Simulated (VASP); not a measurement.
Method: PBE GGA, VASP's PBE PAW potentials (set 64) (plane waves; VASP).

A VASP calculation is set up with these files.

### INCAR
```
! general
SYSTEM  = GaIn3N4
PREC    = Accurate
ENCUT   = 500
LREAL   = F
LASPH   = T

! electronic loop
EDIFF   = 1E-6
NELM    = 100
ALGO    = Normal
LMAXMIX = 4

! smearing
ISMEAR  = 0
SIGMA   = 0.05

! functional
GGA     = PE

! output
LWAVE   = F
LCHARG  = T
```

**KPOINTS**
```
Automatic mesh
0
Gamma
4 7 4
0 0 0
```

File POSCAR:
```
GaIn3N4
6.993580
  0.5019003752  -0.8649252419   0.0004869996
  0.2490485428   0.4313646638   0.0000000000
  0.0003920083  -0.0002263261   0.8088558910
In N Ga
3 4 1
Cartesian
  0.2558457982  -0.1477132217   0.4042320309
  0.2495209575   0.1435160337   0.8082233917
  0.4967647690  -0.5743843167   0.4041620277
  0.2675326289  -0.1544606169   0.7162229405
  0.2482223380   0.1442657920   0.3099884039
  0.4864670505  -0.5684389259   0.7204872330
  0.5020568094  -0.2898620710   0.2834141858
  0.4991524943  -0.2881852638   0.0015401411
```

POTCAR, in this order: In_d N Ga_d (PBE.64 set). Program: vasp_std.

What VASP printed:

**OSZICAR**
```
       N       E                     dE             d eps       ncg     rms          rms(c)
DAV:   1     0.839905813842E+03    0.83991E+03   -0.33595E+04  5080   0.245E+03
DAV:   2     0.114239483014E+03   -0.72567E+03   -0.70724E+03  5084   0.613E+02
DAV:   3    -0.398333057257E+02   -0.15407E+03   -0.14973E+03  5917   0.250E+02
DAV:   4    -0.523600213846E+02   -0.12527E+02   -0.12422E+02  6573   0.717E+01
DAV:   5    -0.527063476868E+02   -0.34633E+00   -0.34531E+00  6797   0.129E+01    0.190E+01
DAV:   6    -0.437456923308E+02    0.89607E+01   -0.39988E+01  8548   0.604E+01    0.143E+01
DAV:   7    -0.440554670193E+02   -0.30977E+00   -0.48290E+00  5417   0.131E+01    0.454E+00
DAV:   8    -0.439987665908E+02    0.56700E-01   -0.47506E-01  8183   0.550E+00    0.265E+00
DAV:   9    -0.439843795010E+02    0.14387E-01   -0.11885E-01  7976   0.439E+00    0.630E-01
DAV:  10    -0.439804785283E+02    0.39010E-02   -0.18647E-02  7859   0.155E+00    0.325E-01
DAV:  11    -0.439810313045E+02   -0.55278E-03   -0.87698E-03  7880   0.634E-01    0.215E-01
DAV:  12    -0.439812978854E+02   -0.26658E-03   -0.89614E-04  6266   0.289E-01    0.597E-02
DAV:  13    -0.439812547755E+02    0.43110E-04   -0.25175E-04  7709   0.238E-01    0.365E-02
DAV:  14    -0.439812607471E+02   -0.59716E-05   -0.47854E-05  5697   0.488E-02    0.156E-02
DAV:  15    -0.439812618266E+02   -0.10795E-05   -0.39997E-06  5845   0.275E-02    0.116E-02
DAV:  16    -0.439812629109E+02   -0.10843E-05   -0.21387E-06  3942   0.252E-02    0.279E-03
DAV:  17    -0.439812628972E+02    0.13657E-07   -0.57928E-07  3045   0.943E-03
   1 F= -.43981263E+02 E0= -.43981028E+02  d E =-.468927E-03
```

### OUTCAR
```
------------------------ aborting loop because EDIFF is reached ----------------------------------------
  FORCE on cell =-STRESS in cart. coord.  units (eV):
  Direction    XX          YY          ZZ          XY          YZ          ZX
  --------------------------------------------------------------------------------------
  Total        0.0269869      0.0261062      0.0298945     -0.0007627     -0.0004646      0.0008051
  in kB        0.3618265      0.3500182      0.4008097     -0.0102262     -0.0062295      0.0107943
  external PRESSURE =       0.3708848 kB  Pullay stress =       0.0000000 kB
  volume of cell :      119.50
      direct lattice vectors                 reciprocal lattice vectors
     3.510080426 -6.048923873  0.003405870     0.142807638 -0.082450041 -0.000092281
     1.741740908  3.016783286  0.000000000     0.286342210  0.166159121 -0.000092281
     0.002741542 -0.001582830  5.656798382    -0.000085982  0.000049642  0.176778497
 POSITION                                       TOTAL-FORCE (eV/Angst)
 -----------------------------------------------------------------------------------
      1.78928     -1.03304      2.82703         0.002781     -0.001605      0.008527
      1.74504      1.00369      5.65237        -0.003047      0.001759      0.000484
      3.47416     -4.01700      2.82654         0.000184     -0.000106      0.003355
      1.87101     -1.08023      5.00896         0.001625     -0.000938      0.004069
      1.73596      1.00893      2.16793         0.002092     -0.001208      0.009005
      3.40215     -3.97542      5.03879        -0.002248      0.001298      0.001246
      3.51117     -2.02717      1.98208        -0.000766      0.000442     -0.015574
      3.49086     -2.01545      0.01077        -0.000621      0.000358     -0.011111
 -----------------------------------------------------------------------------------
    total drift:                                0.000004     -0.000127     -0.000451
  FREE ENERGIE OF THE ION-ELECTRON SYSTEM (eV)
  ---------------------------------------------------
  free  energy   TOTEN  =       -43.9812628972 eV

  energy  without entropy=      -43.9807939707  energy(sigma->0) =      -43.98102843
```
(Selected blocks of OUTCAR.)

The structure was generated: GaIn3N4 was put into an ordered model structure (Pm), which need not be its known phase. It was relaxed first.
